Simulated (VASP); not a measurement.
Here is the system:

```
CELL_PARAMETERS angstrom
      1.78358    -3.08925     0.00000
      1.78358     3.08925     0.00000
      0.00000     0.00000    14.17631
ATOMIC_POSITIONS crystal
  Te 0.33333 0.66667 0.87934
  Te 0.66667 0.33333 0.37934
  Te 0.66667 0.33333 0.12066
  Te 0.33333 0.66667 0.62066
  Mo 0.33333 0.66667 0.25000
  Mo 0.66667 0.33333 0.75000
```

Level of theory: optB86b-vdW, VASP's PBE PAW potentials (set 64) (plane waves; VASP). Numerical set-up: 520 eV cut-off, 7×7×2 Γ-centred mesh, Gaussian smearing of 0.050 eV, potentials Te Mo_sv.

Task: The ions and cell shape at fixed volume are relaxed. What does this cell relax into?

Result: 
```
CELL_PARAMETERS angstrom
      1.77316    -3.07120     0.00000
      1.77316     3.07120     0.00000
      0.00000     0.00000    14.34342
ATOMIC_POSITIONS crystal
  Te 0.33333 0.66667 0.87641
  Te 0.66667 0.33333 0.37641
  Te 0.66667 0.33333 0.12359
  Te 0.33333 0.66667 0.62359
  Mo 0.33333 0.66667 0.25000
  Mo 0.66667 0.33333 0.75000
```
Space group P6_3/mmc (194), at a tolerance of 0.03 Å.

Task: How much energy does the relaxation gain?

Result: The energy (σ→0) changes by -4.7 meV/atom, in 5 ionic steps.

The compound is MoTe2 in the 2H layered structure. This cell is one point of a volume scan, at 1.03 of the reference volume. Symmetry was kept, so distortions that lower it aren't found.
